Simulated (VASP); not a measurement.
Consider the following.

```yaml
crystal:
  lattice:
    - [3.20600, 0.00000, 0.00000]
    - [0.00000, 3.20600, 0.00000]
    - [0.00000, 0.00000, 3.20600]
  atoms:
    - { symbol: Y, position: [0.00000, 0.00000, 0.00000] }
```

Calculation: PBEsol GGA, VASP's PBE PAW potentials (set 64) (plane waves; VASP). Numerical set-up: 400 eV cut-off, Gaussian smearing of 0.050 eV, potentials Y_sv.

Give the energies of bands 5 to 8 at the high-symmetry points, in eV from the Fermi level.

```
band      Γ      X      M      R
----  -----  -----  -----  -----
5     -4.57  -1.79  -1.99  -0.67
6     -0.70   0.05   0.15  -0.67
7     -0.70   0.09   3.43  -0.67
8      5.50   2.85   3.43   5.63
```

It has no gap at this level: it comes out as a metal or semimetal.

The structure was generated: Y was put into the simple-cubic type (Pm-3m), which need not be its known phase. It was relaxed first, which changed the volume by -11 %.
